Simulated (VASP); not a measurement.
OGaCl2H: single point with PBE

OGaCl2H, in a box:

```xyz
5
Lattice="12.0000 0.0000 0.0000 0.0000 13.0000 0.0000 0.0000 0.0000 12.0000" Properties=species:S:1:pos:R:3 pbc="T T T"
O     6.1896    7.7816    6.3464
Ga    6.0309    6.0387    6.1243
Cl    7.4763    4.7575    7.1539
Cl    4.5601    5.2265    4.8537
H     5.5734    8.2579    5.8379
```

The cell isn't the ideal one: atoms moved at random, drawn with an rms of 0.05 Å.

```
Program                : VASP 6.6.1
Task                   : single point
Functional             : PBE
Potentials or basis    : VASP PAW PBE potentials, release 64 (O, Ga_d, Cl, H)
Cutoff                 : 520 eV
k mesh                 : 1 × 1 × 1
Occupations            : gaussian, width 0.01 eV
Spin                   : no spin polarisation
Further INCAR settings : ALGO = Normal; EDIFF = 1e-06
```

| Quantity | Value |
| --- | --- |
| Largest force | 2.503 eV/Å |
| Gap between the frontier levels | 4.93 eV |

Forces on the atoms (eV/Å):
```
O    1.686 -0.959  1.418
Ga   0.859 -0.729  0.531
Cl  -0.647  0.546 -0.426
Cl  -0.242 -0.173 -0.183
H   -1.656  1.315 -1.340
```

Levels at points of the mesh, in eV from the valence-band top:
```tsv
k point	band 15	band 16	band 17	band 18	band 19	band 20
(0.00, 0.00, 0.00)	-0.25	-0.06	0.00	4.93	6.04	7.28
```

It took 97 s on 1 thread of Intel(R) Xeon(R) 6975P-C (Granite Rapids), with other jobs on the host, peak memory 1.2 GiB.
